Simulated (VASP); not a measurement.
Consider the following.

```xyz
4
Lattice="4.1177 2.0567 2.0567 2.0567 4.1177 2.0567 2.0567 2.0567 4.1177" Properties=species:S:1:pos:R:3 pbc="T T T"
Ni     0.0000     0.0000     0.0000
Ni     4.1155     4.1155     4.1155
O      2.0578     2.0578     2.0578
O      6.1733     6.1733     6.1733
```
Starting moments (μB, in the order of the record's atoms Ni Ni O O): 2.0 -2.0 0.0 0.0.

These are PBEsol GGA, VASP's PBE PAW potentials (set 64) (plane waves; VASP 6.6.1) values and carry that method's errors. Run with 520 eV cut-off, 8×8×8 Γ-centred mesh, Gaussian smearing of 0.050 eV, potentials Ni O.

Problem. What does the run give for the cell moment, energy per atom (σ→0)?

Solution. 
* **cell moment**: 0.00 μB
* **energy per atom (σ→0)**: -6.326 eV/atom

Problem. Give the moment on each site (PAW-sphere projection).

Solution. 
| site | moment (μB) |
|---|---|
| Ni1 | 1.26 |
| Ni2 | -1.26 |
| O3 | 0.00 |
| O4 | 0.00 |

The absolute energy has meaning only against runs of the same code, potentials and settings.

The compound is NiO in the rock salt, AFM-II order structure. It was relaxed first. The start is the result of an earlier pass.
